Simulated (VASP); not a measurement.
Computed with LDA (Ceperley-Alder, Perdew-Zunger), VASP's LDA PAW potentials (set 64) (plane waves; VASP).

VASP ran on this input.

INCAR:
```
EDIFFG = -0.02   # ionic stop
LWAVE = F
ISMEAR = 1   # Methfessel-Paxton
LREAL = F
SIGMA = 0.1   # width (eV)
LASPH = T   # aspherical one-centre terms
ISIF = 3   # ions, shape and volume
PSTRESS = 200   # kbar
ENCUT = 500   # plane-wave cut-off (eV)
PREC = Accurate
IBRION = 2   # conjugate gradients
NSW = 40   # most ionic steps
SYSTEM = Pd
NELM = 100   # most electronic steps
LCHARG = F
LMAXMIX = 4   # l cut-off of mixed one-centre charges
EDIFF = 1E-6
ALGO = Normal   # blocked Davidson
```

File POSCAR:
```
Pd
1
    0.0000000000     1.8957214786     1.8957214786
    1.8957214786     0.0000000000     1.8957214786
    1.8957214786     1.8957214786     0.0000000000
Pd
1
Direct
  0.0000000000   0.0000000000   0.0000000000
```

**KPOINTS**
```
Automatic mesh
0
gamma
 16 16 16
0 0 0
```

POTCAR, in this order: Pd (LDA.64 set). Program: vasp_std.

Question: What will the output report for the number of irreducible k-points (NKPTS), largest plane-wave count, number of space-group operations, FFT grid (NGX, NGY, NGZ)?

Answer: 
| Quantity | Result |
|---|---|
| number of irreducible k-points (NKPTS) | 145 |
| largest plane-wave count | 360 |
| number of space-group operations | 48 |
| FFT grid (NGX, NGY, NGZ) | 20 × 20 × 20 |

The compound is Pd in the fcc structure. This run relaxes it under an external pressure of 20 GPa. Symmetry was kept, so distortions that lower it aren't found.
